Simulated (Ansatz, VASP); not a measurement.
# Cross-check of Ti (Ti(0001)) between VASP and Ansatz

Wanted: the spread between two codes on one cell, functional and k mesh.

Calculated with Ansatz 0.2.0; plane waves, with VASP 6.6.1 beside it; single point at PBE.

In doubt: too few empty bands were carried, so the values of those runs are not to be relied on.

## 1. Set-up

The cell holds 5 atoms: 5 Ti. Its edges and angles: a = 2.950 Å, b = 2.950 Å, c = 27.369 Å, α = 90.0°, β = 90.0°, γ = 60.0°. Vacuum lies along c.

Structure file:

```xyz
5
Lattice="2.9500 0.0000 0.0000 1.4750 2.5548 0.0000 0.0000 0.0000 27.3692" Properties=species:S:1:pos:R:3
Ti    0.0000    0.0000    9.0000
Ti    2.9500    1.7032   11.3423
Ti    0.0000    0.0000   13.6846
Ti    2.9500    1.7032   16.0269
Ti    0.0000    0.0000   18.3692
```

## 2. VASP: single point, PBE

With cell and atoms fixed, the geometry can't cause a difference; cores, projectors, grids and the points listed under the comparison can.

Lines of VASP's logs that name or quote its potential files are left out, and so is its time.

The input, INCAR:

```
SYSTEM = Ti
PREC = Normal
ENCUT = 300
EDIFF = 1E-06
NELM = 120
ISMEAR = -1
SIGMA = 0.1
LREAL = .FALSE.
ALGO = Fast
GGA = PE
NBANDS = 25
LASPH = .TRUE.
LORBIT = 11
LWAVE = .FALSE.
LCHARG = .TRUE.
IDIPOL = 3
LDIPOL = .TRUE.
DIPOL = 0.5 0.5 0.5
LVHAR = .TRUE.
LVACPOTAV = .TRUE.
LELF = .TRUE.
NEDOS = 1500
```

The input, POSCAR:

```
Ti
1.0
    2.9500000000      0.0000000000      0.0000000000
    1.4750000000      2.5547749412      0.0000000000
    0.0000000000      0.0000000000     27.3692000000
Ti
5
Direct
    0.0000000000      0.0000000000      0.3288367946
    0.6666666667      0.6666666667      0.4144183973
    0.0000000000      0.0000000000      0.5000000000
    0.6666666667      0.6666666667      0.5855816027
    0.0000000000      0.0000000000      0.6711632054
```

The input, KPOINTS:

```
Automatic mesh
0
Gamma
18 18 1
0 0 0
```

PAW data sets: Ti (PBE family, release 64).

Started as:

```
$ mpirun -np 2 vasp_std
```

Numbers of over 12 decimals in the logs are rounded to 6 here.

Output:

```text
[banner, memory and clock lines left out]
running    2 mpi-ranks, on    1 nodes
 distrk:  each k-point on    2 cores,    1 groups
 distr:  one band on    1 cores,    2 groups

 POSCAR found type information on POSCAR Ti
 POSCAR found :  1 types and       5 ions
 LDA part: xc-table for (Slater+PW92), standard interpolation
|                                                                             |
|           W    W    AA    RRRRR   N    N  II  N    N   GGGG   !!!           |
|           W    W   A  A   R    R  NN   N  II  NN   N  G    G  !!!           |
|           W    W  A    A  R    R  N N  N  II  N N  N  G       !!!           |
|           W WW W  AAAAAA  RRRRR   N  N N  II  N  N N  G  GGG   !            |
|           WW  WW  A    A  R   R   N   NN  II  N   NN  G    G                |
|           W    W  A    A  R    R  N    N  II  N    N   GGGG   !!!           |
|                                                                             |
|     The number of bands has been changed from the values supplied in        |
|     The orbitals not found in the WAVECAR file will be initialized with     |
|     random numbers, which is usually adequate. For correlated               |
|     calculations, however, you should redo the groundstate calculation.     |
|     I found NBANDS = 25. Now, NBANDS = 26.                                  |
|                                                                             |

 POSCAR, INCAR and KPOINTS ok, starting setup
 FFT: planning ... GRIDC
 FFT: planning ... GRID_SOFT
 FFT: planning ... GRID
 WAVECAR not read
 entering main loop
       N       E                     dE             d eps       ncg     rms          rms(c)
DAV:   1     0.573136434176E+02    0.57314E+02   -0.45750E+03  1924   0.384E+02
DAV:   2    -0.388732714735E+02   -0.96187E+02   -0.87361E+02  1988   0.112E+02
DAV:   3    -0.441095120286E+02   -0.52362E+01   -0.49218E+01  2578   0.295E+01
DAV:   4    -0.442605242256E+02   -0.15101E+00   -0.14867E+00  2350   0.532E+00
DAV:   5    -0.442637464339E+02   -0.32222E-02   -0.32165E-02  2754   0.666E-01    0.235E+01
RMM:   6    -0.844966326493E+02   -0.40233E+02   -0.49834E+01  2966   0.342E+01    0.351E+01
RMM:   7    -0.496995142994E+02    0.34797E+02   -0.20616E+01  2115   0.185E+01    0.192E+01
RMM:   8    -0.410520691600E+02    0.86474E+01   -0.35849E+00  2140   0.880E+00    0.125E+01
RMM:   9    -0.381060679520E+02    0.29460E+01   -0.12232E+00  2156   0.553E+00    0.759E+00
RMM:  10    -0.380176655893E+02    0.88402E-01   -0.18698E-01  2562   0.122E+00    0.724E+00
RMM:  11    -0.378029436638E+02    0.21472E+00   -0.77677E-02  2397   0.127E+00    0.633E+00
RMM:  12    -0.371431256609E+02    0.65982E+00   -0.94283E-01  2980   0.471E+00    0.276E+00
RMM:  13    -0.370031907675E+02    0.13993E+00   -0.20461E-01  2457   0.220E+00    0.135E+00
RMM:  14    -0.369663904725E+02    0.36800E-01   -0.15301E-01  2212   0.172E+00    0.434E-01
[...]
RMM:  22    -0.369669661052E+02   -0.40771E-04   -0.24947E-05  2288   0.220E-02    0.176E-02
RMM:  23    -0.369669678665E+02   -0.17613E-05   -0.24735E-05  2164   0.282E-02    0.550E-03
RMM:  24    -0.369669794083E+02   -0.11542E-04   -0.39994E-06  2053   0.744E-03    0.390E-03
RMM:  25    -0.369669852716E+02   -0.58633E-05   -0.15237E-06  1701   0.365E-03    0.253E-03
RMM:  26    -0.369669892255E+02   -0.39539E-05   -0.55862E-07  1438   0.189E-03    0.105E-03
RMM:  27    -0.369669938445E+02   -0.46191E-05   -0.34431E-07  1353   0.204E-03    0.352E-04
RMM:  28    -0.369669978093E+02   -0.39648E-05   -0.29850E-07  1337   0.131E-03    0.114E-03
RMM:  29    -0.369669986585E+02   -0.84924E-06   -0.13455E-07  1243   0.179E-03
|                                                                             |
|           W    W    AA    RRRRR   N    N  II  N    N   GGGG   !!!           |
|           W    W   A  A   R    R  NN   N  II  NN   N  G    G  !!!           |
|           W    W  A    A  R    R  N N  N  II  N N  N  G       !!!           |
|           W WW W  AAAAAA  RRRRR   N  N N  II  N  N N  G  GGG   !            |
|           WW  WW  A    A  R   R   N   NN  II  N   NN  G    G                |
|           W    W  A    A  R    R  N    N  II  N    N   GGGG   !!!           |
|                                                                             |
|     Did not find any points to average over, which means that no vacuum     |
|     field-free region was found. Please increase the size of  your cell     |
|     in the dimension of the dipole correction to obtain accurate            |
|     workfunction values.                                                    |
|                                                                             |

   1 F= -.36966999E+02 E0= -.36807731E+02  d E =-.318536E+00
```

OUTCAR, selected parts (step 2):

```text
ion  position               nearest neighbor table
   1  0.000  0.000  0.329-   2 2.90   2 2.90   2 2.90
   2  0.667  0.667  0.414-   1 2.90   3 2.90   1 2.90   3 2.90   1 2.90   3 2.90
   3  0.000  0.000  0.500-   2 2.90   4 2.90   2 2.90   4 2.90   2 2.90   4 2.90
   4  0.667  0.667  0.586-   5 2.90   3 2.90   5 2.90   3 2.90   5 2.90   3 2.90
   5  0.000  0.000  0.671-   4 2.90   4 2.90   4 2.90

  LATTYP: Found a hexagonal cell.
 ALAT       =     2.9500000000
 C/A-ratio  =     9.2776949152

 Subroutine GETGRP returns: Found 12 space group operations
 (whereof 12 operations were pure point group operations)

The static configuration has the point symmetry D_3h.

 Found     37 irreducible k-points:

   k-points           NKPTS =     37   k-points in BZ     NKDIM =     37   number of bands    NBANDS=     26

   dimension x,y,z NGX =    12 NGY =   12 NGZ =  120
   dimension x,y,z NGXF=    24 NGYF=   24 NGZF=  240

   ENCUT  =  300.0 eV  22.05 Ry    4.70 a.u.   4.17  4.17 38.65*2*pi/ulx,y,z

   NELECT =      20.0000    total number of electrons

 k-points in reciprocal lattice and weights: Automatic mesh
   0.00000000  0.00000000  0.00000000       0.003
   0.05555556  0.00000000  0.00000000       0.019
   0.11111111  0.00000000  0.00000000       0.019
   0.16666667  0.00000000  0.00000000       0.019
   0.22222222  0.00000000  0.00000000       0.019
   0.27777778  0.00000000  0.00000000       0.019
   0.33333333  0.00000000  0.00000000       0.019
   0.38888889  0.00000000  0.00000000       0.019
   0.44444444  0.00000000  0.00000000       0.019
[...]
-0.38888889  0.27777778  0.00000000       0.037
  -0.33333333  0.33333333  0.00000000       0.006

 dipolmoment           0.000000      0.000000     -0.000000 electrons x Angstroem

 average (electrostatic) potential at core
       1 -31.0142       2 -30.8113       3 -30.7869       4 -30.8113       5 -31.0142

 E-fermi :  -1.1313

 k-point     1 :       0.0000    0.0000    0.0000
  band No.  band energies     occupation
    ...
      3      -5.2638      2.00000
      4      -4.3401      2.00000
      5      -3.7991      2.00000
      6      -1.2548      1.54932
      7      -1.1781      1.22982
      8      -0.8659      0.13156
      9      -0.7340      0.03694
     10      -0.5143      0.00417
     11      -0.4609      0.00245
     12      -0.4609      0.00245
    ...

 k-point     2 :       0.0556    0.0000    0.0000
  band No.  band energies     occupation
    ...
      3      -5.1855      2.00000
      4      -4.2632      2.00000
      5      -3.7269      2.00000
      6      -1.2820      1.63739
      7      -1.1695      1.18901
      8      -0.9648      0.31833
      9      -0.7588      0.04710
     10      -0.6339      0.01374
     11      -0.5401      0.00540
     12      -0.5092      0.00397
    ...

 k-point     3 :       0.1111    0.0000    0.0000
  band No.  band energies     occupation
    ...
      4      -4.0417      2.00000
      5      -3.5209      2.00000
      6      -1.3940      1.86516
      7      -1.2093      1.37161
      8      -1.1464      1.07566
      9      -0.9493      0.27896
     10      -0.7616      0.04840
     11      -0.7420      0.03997
     12      -0.6366      0.01411
     13      -0.5440      0.00561
    ...

  Total       -3.1858140     -3.1858140     -3.3800027      0.0000000      0.0000000     -0.0000000
  in kB      -24.7453857    -24.7453857    -26.2537212      0.0000000      0.0000000     -0.0000000
  external PRESSURE =     -25.2481642 kB  Pullay stress =       0.0000000 kB

  energy-cutoff  :      300.00
  volume of cell :      206.27
      direct lattice vectors                 reciprocal lattice vectors
     2.950000000  0.000000000  0.000000000     0.338983051 -0.195711956  0.000000000
     1.475000000  2.554774941  0.000000000     0.000000000  0.391423911  0.000000000
     0.000000000  0.000000000 27.369200000     0.000000000  0.000000000  0.036537422

 POSITION                                       TOTAL-FORCE (eV/Angst)
 -----------------------------------------------------------------------------------
      0.00000      0.00000      9.00000        -0.000000     -0.000000      0.640403
      2.95000      1.70318     11.34230         0.000000      0.000000     -0.564245
      0.00000      0.00000     13.68460        -0.000000     -0.000000      0.000000
      2.95000      1.70318     16.02690         0.000000      0.000000      0.564245
      0.00000      0.00000     18.36920        -0.000000     -0.000000     -0.640403
 -----------------------------------------------------------------------------------
    total drift:                                0.000001      0.000000     -0.000000

  FREE ENERGIE OF THE ION-ELECTRON SYSTEM (eV)
  ---------------------------------------------------
  free  energy   TOTEN  =       -36.9669986585 eV

  energy  without entropy=      -36.6484624105  energy(sigma->0) =      -36.80773053

 vacuum level on the upper side and lower side of the slab         3.260         3.260

 total charge
# of ion       s       p       d       tot
------------------------------------------
    1        0.527   0.421   2.298   3.246
    2        0.535   0.580   2.339   3.454
    3        0.540   0.577   2.349   3.466
    4        0.535   0.580   2.339   3.454
    5        0.527   0.421   2.298   3.246
--------------------------------------------------
tot          2.663   2.580  11.625  16.867

[... 3 further parts left out ...]
```

The data set Ti keeps the semicore shell frozen, which is cheaper and a little less accurate.

## 3. Ansatz: single point, PBE

Ansatz runs on its default PAW (the set named soft_2) files.

The same cell, functional, mesh and smearing now go to Ansatz, which takes its cutoff from its data sets.

The input, input.yaml:

```yaml
crystal:
  lattice:
    - [2.95, 0.0, 0.0]
    - [1.475, 2.5547749412, 0.0]
    - [0.0, 0.0, 27.3692]
  atoms:
    - { symbol: Ti, position: [0.0, 0.0, 0.3288367946] }
    - { symbol: Ti, position: [0.6666666667, 0.6666666667, 0.4144183973] }
    - { symbol: Ti, position: [0.0, 0.0, 0.5] }
    - { symbol: Ti, position: [0.6666666667, 0.6666666667, 0.5855816027] }
    - { symbol: Ti, position: [0.0, 0.0, 0.6711632054] }
hamiltonian:
  xc: pbe
  pseudopotentials: { kind: paw }
kpoints:
  mp_grid: { grid: [18, 18, 1] }
scf:
  occupations: { method: fermi_dirac, width: 0.1 }
  n_extra_bands: 5
efield:
  axis: 3
  dipole_correction: true
  ramp_width: 0.04
output:
  forces: true
  eigenvalues: true
```

Started as:

```
$ ansatz run input.yaml --threads 2 --pin off --max-ram 4608MiB --backend cpu --events-out ev --progress --plain --runs-dir out
```

Output:

```text
scf.n_extra_bands = 5 over 30 filled bands (N_el = 60.0): the run solves 35 bands
Engine: ansatz 0.2.0, aarch64-unknown-linux-gnu
Pseudopotentials: kind: paw
Pseudopotential: Ti, paw, valence charge 12, recommended cutoff 420 eV (normal), Ti.paw.azcp
Functional definition: PBE
  parameter kappa = 0.804
  parameter beta = 0.066725
  exchange = pbe_x(kappa = kappa, mu = beta*pi^2/3)
  correlation = pbe_c(beta = beta)
Crystal: 5 atoms, lattice volume = 206.270 Å³
Basis set: ecut = 420 eV, 3943 PW (Γ), exchange–correlation on 40×40×384 points (8 copies of the dense FFT grid, shifted against one another)
Bands: 35, of which v1, the nominal top of the filled ones, is band 30 counted from 1 (29 counted from 0)
Symmetry: 6 space group operations
k-points: 37 of 324 (time reversal used)
Non-local potential: Ti, projectors of the file, l = 0: 3, l = 1: 2, l = 2: 3, l = 3: 1
PAW form: soft (Blöchl's): semilocal exchange-correlation on the pseudo side does not see the compensation charge
PAW one-centre angular grid: Ti, 590 points (default); XC on 64 Gauss nodes
Initial density: superposition of atomic densities (neutral atoms: chi_scale 0, normalization atom), corrected by the library's trained network
Initial wavefunctions: pseudopotential atomic-orbital guess
Functional: x = pbe(κ = 0.804, μ = 0.219515), c = pbe(β = 0.066725)
SCF iter   1: F=—  HF=-12496.534336 eV  |F-HF|=—  |Δ(HF+E_count)|=         —  Δρ=9.41e-3  dr2=1.89e0  ethr=1.77e-3  p=0.000 e·Å  D=1.12e-13 V/Å  ΔV_dip=-0.00 eV  dr2_dipole=1.06e-7  V_vac-E_F(+/−)=4.11/4.11 eV  ⟨swp⟩=8.8  Hψ=6178  notcnv=0
efield: sawtooth ramp at fractional position 0.9800 (placed from the atoms, in the widest stretch of the axis that holds none; the zero of the levels goes with the place), width 0.0400; the density the first Hamiltonian is built on has a dipole p = 0.000 e·Å; the dipole correction subtracts the counter field D = 1.12e-13 V/Å, which shifts the + side's vacuum level by -0.00 eV against the − side's; the planar-averaged density in the ramp window peaks in size at 2.2e-5 e/Å³
preconditioner: auto → LDOS  [metal: Δε(μ)=0.002 eV  Ē_g=2.027 eV  σ=0.100 eV  W_gap=0.00  n_scr=18 (ndim 8)  ℏωp=11.6 eV  f_vac=0.508  D(μ)=9.66/eV (n_scr^D=102)  β→1.0]
SCF iter   2: F=—  HF=-12496.505446 eV  |F-HF|=—  |Δ(HF+E_count)|=   2.89e-2  Δρ=2.47e-3  dr2=2.03e-2  ethr=1.77e-3  p=0.000 e·Å  D=2.59e-6 V/Å  ΔV_dip=-0.00 eV  dr2_dipole=9.21e-8  V_vac-E_F(+/−)=4.36/4.36 eV  ⟨swp⟩=1.0  Hψ=1592  notcnv=0
SCF iter   3: F=—  HF=-12496.504659 eV  |F-HF|=—  |Δ(HF+E_count)|=   7.87e-4  Δρ=8.19e-4  dr2=4.50e-3  ethr=3.38e-5  p=-0.000 e·Å  D=-2.90e-6 V/Å  ΔV_dip=0.00 eV  dr2_dipole=1.17e-8  V_vac-E_F(+/−)=4.38/4.38 eV  ⟨swp⟩=2.7  Hψ=2474  notcnv=0
SCF iter   4: F=—  HF=-12496.504448 eV  |F-HF|=—  |Δ(HF+E_count)|=   2.11e-4  Δρ=1.69e-4  dr2=7.22e-5  ethr=7.50e-6  p=-0.000 e·Å  D=-1.57e-6 V/Å  ΔV_dip=0.00 eV  dr2_dipole=2.81e-9  V_vac-E_F(+/−)=4.40/4.40 eV  ⟨swp⟩=1.8  Hψ=1518  notcnv=0
SCF iter   5: F=—  HF=-12496.504593 eV  |F-HF|=—  |Δ(HF+E_count)|=   1.45e-4  Δρ=1.07e-4  dr2=3.43e-5  ethr=1.20e-7  p=-0.000 e·Å  D=-8.15e-7 V/Å  ΔV_dip=0.00 eV  dr2_dipole=7.21e-10  V_vac-E_F(+/−)=4.41/4.41 eV  ⟨swp⟩=3.6  Hψ=2977  notcnv=0
SCF iter   6: F=—  HF=-12496.504595 eV  |F-HF|=—  |Δ(HF+E_count)|=   2.06e-6  Δρ=3.32e-5  dr2=6.06e-6  ethr=5.71e-8  p=-0.000 e·Å  D=-4.07e-7 V/Å  ΔV_dip=0.00 eV  dr2_dipole=4.86e-11  V_vac-E_F(+/−)=4.41/4.41 eV  ⟨swp⟩=2.6  Hψ=2389  notcnv=0
SCF iter   7: F=—  HF=-12496.504597 eV  |F-HF|=—  |Δ(HF+E_count)|=   1.33e-6  Δρ=7.84e-6  dr2=2.74e-7  ethr=1.01e-8  p=-0.000 e·Å  D=-2.34e-7 V/Å  ΔV_dip=0.00 eV  dr2_dipole=7.25e-12  V_vac-E_F(+/−)=4.41/4.41 eV  ⟨swp⟩=2.1  Hψ=1594  notcnv=0
SCF iter   8: F=-12496.504597 eV  HF=-12496.504597 eV  |F-HF|=1.91e-8  |Δ(HF+E_count)|=   2.60e-7  Δρ=3.19e-6  dr2=2.49e-8  ethr=1.67e-10  p=-0.000 e·Å  D=-1.20e-7 V/Å  ΔV_dip=0.00 eV  dr2_dipole=9.41e-12  V_vac-E_F(+/−)=4.42/4.42 eV  ⟨swp⟩=7.0  Hψ=5377  notcnv=0
WARN: the bands leave out some 2.699e-3 electrons a cell, over the threshold 1e-3 (by scf.eigensolver.empty_state_threshold): the first level above them, at 3.5312 eV, would hold 7.899e-2 of 2 at k-index 36, k = (0.3333, -0.3333, 0.0000) — raise scf.n_extra_bands (try 40 bands in all)
SCF 1 converged in 8 iterations: F = -12496.504597 eV  dr2 = 2.49e-8
  greatest PAW one-centre occupation: 0.999 electrons in one spin orbital (limit 2), on the Ti atom at site 2 (counted from 0), in its partial waves of l = 0
SCF converged after 8 iterations
Free energy (F): -12496.504597 eV
Harris-Foulkes:  -12496.504597 eV  (|F-HF|=1.91e-8)
Internal energy: -12496.195433 eV  (E = F + TS)
E sigma→0 (E₀):  -12496.350015 eV
Entropy (-TS):   -0.309164 eV (-61.833 meV/atom)
Fermi energy:    3.212068 eV
Dipole field:    D = -0.000004 V/Å  (p = -0.000005 e·Å, saw-weighted, corrected)
Work function:   Φ+ = 4.4156 eV   Φ− = 4.4155 eV
Levels:          The Fermi level and band energies are counted from a zero that moves with the ramp; work functions are not
--- Per-component energies (eV) ---
  E_band       = -1395.734856
  E_kinetic    = 1356.256326
  E_local      = -69976.732625  (includes V_loc(G=0)·N_el)
  E_nonlocal   = 42.295256
  E_hartree    = 34320.997174
  E_xc         = -483.796337
  E_vxc        = -604.877065  (∫ρ·V_xc dr)
  E_paw        = -5238.083800  (= ΣΔE_a)
  E_vpaw       = -854.679450  (= ΣTr[D̂ρ^β])
  E_aug_tail   = 0.000600  (compensation charges beyond the density's cutoff)
  E_efield     = 0.000000  (sawtooth field / dipole correction)
  E_vefield    = 0.000000  (∫n·V_field dr)
  E_ewald      = 27482.867972
  E_smearing   = -0.309164  (= −TS)
  E_closure    = -0.000000  (closes the sum)
  Σ components = -12496.504597   (vs F -12496.504597, Δ=0.00e0)
--- Forces (eV/Å), atoms counted from 1 ---
  atom   1  Ti    -0.00000000    -0.00000000     0.55459722
  atom   2  Ti     0.00000000     0.00000000    -0.55689088
  atom   3  Ti     0.00000000    -0.00000000    -0.00000162
  atom   4  Ti    -0.00000000     0.00000000     0.55689572
  atom   5  Ti     0.00000000    -0.00000000    -0.55459928
  max |Σ_I F_I| component: 1.16e-6 eV/Å
--- Band table (eV; the first three rows and the last of 37) ---
  k-point 0: bands = [... 26 lower, 3.1691, 3.4630, 3.6243, 3.8180, 3.9081, 3.9081, 3.9351, 3.9351, ... 1 higher]
  k-point 1: bands = [... 26 lower, 3.1782, 3.3647, 3.5934, 3.7061, 3.8245, 3.8558, 3.9174, 3.9576, ... 1 higher]
  k-point 2: bands = [... 26 lower, 3.1264, 3.1958, 3.3810, 3.5949, 3.6191, 3.7225, 3.8190, 4.0969, ... 1 higher]
  k-point 36: bands = [... 26 lower, 2.0864, 2.4856, 2.5853, 3.0285, 3.2160, 3.2941, 3.3168, 3.3241, ... 1 higher]
```

Run time: 26 s. Hardware: 2 threads of Arm Neoverse N1, shared host; peak memory 0.51 GiB; 52 s of CPU time.

## 4. Comparison

Known differences besides the potentials themselves: the data sets hold 60 valence electrons in Ansatz (default PAW (the set named soft_2) files) and 20 in VASP; the cutoff is 420 eV in Ansatz and 300 eV in VASP (PREC = Normal); Ansatz's log warns that its bands leave out some electrons. Total energies have different zeros and are not compared.

The two programs side by side:

| quantity | Ansatz | VASP | difference |
| --- | --- | --- | --- |
| work function, lower of the two faces (eV) | 4.42 | 4.39 | +0.02 |
| work function, higher of the two faces (eV) | 4.42 | 4.39 | +0.02 |

Forces (eV/Å; atoms numbered as in POSCAR):

| atom | Ansatz x, y, z | VASP x, y, z |
| --- | --- | --- |
| Ti1 | 0.000, 0.000, 0.555 | 0.000, 0.000, 0.640 |
| Ti2 | 0.000, 0.000, -0.557 | 0.000, 0.000, -0.564 |
| Ti3 | 0.000, 0.000, 0.000 | 0.000, 0.000, 0.000 |
| Ti4 | 0.000, 0.000, 0.557 | 0.000, 0.000, 0.564 |
| Ti5 | 0.000, 0.000, -0.555 | 0.000, 0.000, -0.640 |

The forces differ by 31 meV/Å r.m.s., which is 10.1 % of the r.m.s. force of 0.31 eV/Å (both taken over all components). VASP's log warns that it found no field-free region in the vacuum, so its work functions are uncertain.

## 5. What the set-up changes

Further runs change the set-up of one program: Ansatz's method, potentials or start, or VASP's data sets, cutoff or form of LDA. The table gives Ansatz less VASP for each quantity, since a change that brings one quantity closer may part another.

| run | r.m.s. force difference (meV/Å) | work function, lower of the two faces (eV) | work function, higher of the two faces (eV) |
| --- | --- | --- | --- |
| as above | 31 | 0.024 | 0.024 |
| Ansatz's larger PAW set (cutoff 910 eV) | 32 | 0.025 | 0.025 |

## 6. Summary of results

| Quantity | Value |
| --- | --- |
| r.m.s. force difference (single point, PBE) | 10 % of the r.m.s. force |

What this shows: The r.m.s. force difference is 10 % of the r.m.s. force (single point, PBE), beyond the 3 % picked in this series as the mark of a large difference. For single point, PBE, no further run moves any of the tabulated differences by more than a quarter of its size. 1 further run of this series is not shown here. How closely two codes agree says nothing of how well the functional describes the real material.

[Lines on the potential files, build, host, timing and source positions are cut from VASP's logs without a mark.]

[Logs are printed without paths, hosts, clocks, repeated set-up lines and the standing remarks that a program may print on its own settings, such as how far it seeks lower states.]

[Hosts, paths, dates, database ids (printed as entryN), source tags and the programs' standing remarks are cut or masked in the printed files.]

[The remark on too few empty bands rests on warnings of the Ansatz runs; the VASP runs of these pairs gave none.]
